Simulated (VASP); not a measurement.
An input for Quantum ESPRESSO's pw.x (written as the equivalent of a VASP run, and not itself run):

```
&CONTROL
  calculation = 'scf'
  pseudo_dir = './pseudo'
  outdir = './out'
  tprnfor = .true.
  tstress = .true.
/
&SYSTEM
  ibrav = 0
  nat = 3
  ntyp = 2
  ecutwfc = 74
  occupations = 'smearing'
  smearing = 'gaussian'
  degauss = 0.003675
  input_dft = 'revpbe'
/
&ELECTRONS
  conv_thr = 7.3e-09
  electron_maxstep = 100
/
ATOMIC_SPECIES
  Li 6.940 Li.upf
  S 32.060 S.upf
CELL_PARAMETERS angstrom
     0.0000000    2.8508306    2.8508306
     2.8508306    0.0000000    2.8508306
     2.8508306    2.8508306    0.0000000
ATOMIC_POSITIONS crystal
  Li   0.2500000  0.2500000  0.2500000
  Li   0.7500000  0.7500000  0.7500000
  S    1.0000000  0.0000000  0.0000000
K_POINTS automatic
  7 7 7 0 0 0
```

Question: Write the VASP files for the same calculation (revPBE).

Answer: This is not unique; one that fits is 
**POSCAR**
```
Li2S
1.0
  0.0000000000   2.8508306075   2.8508306075
  2.8508306075   0.0000000000   2.8508306075
  2.8508306075   2.8508306075   0.0000000000
Li S
2 1
Cart
  1.4254153037   1.4254153037   1.4254153037
  4.2762459112   4.2762459112   4.2762459112
  0.0000000000   2.8508306075   2.8508306075
```

KPOINTS:
```
Automatic mesh
0
Gamma
7 7 7
0 0 0
```

**INCAR**
```
ALGO=Normal
EDIFF=1E-7
ENCUT=520
GGA=RE
ISIF=2
ISMEAR=0
LASPH=.True.
LCHARG=.False.
LREAL=.False.
LWAVE=.False.
NELM=100
PREC=Accurate
SIGMA=0.05
SYSTEM=Li2S
```

POTCAR, in this order: Li_sv S (PBE.64 set). Program: vasp_std.

What does not carry over: the potentials are each code's own (VASP's PAW set, PseudoDojo norm-conserving files in pw.x), so ENCUT and ecutwfc are chosen apart and not converted; conv_thr bounds pw.x's estimated SCF error, while EDIFF bounds the energy change between steps.

The compound is Li2S in the antifluorite structure. This cell is one point of a volume scan, at 0.97 of the reference volume.
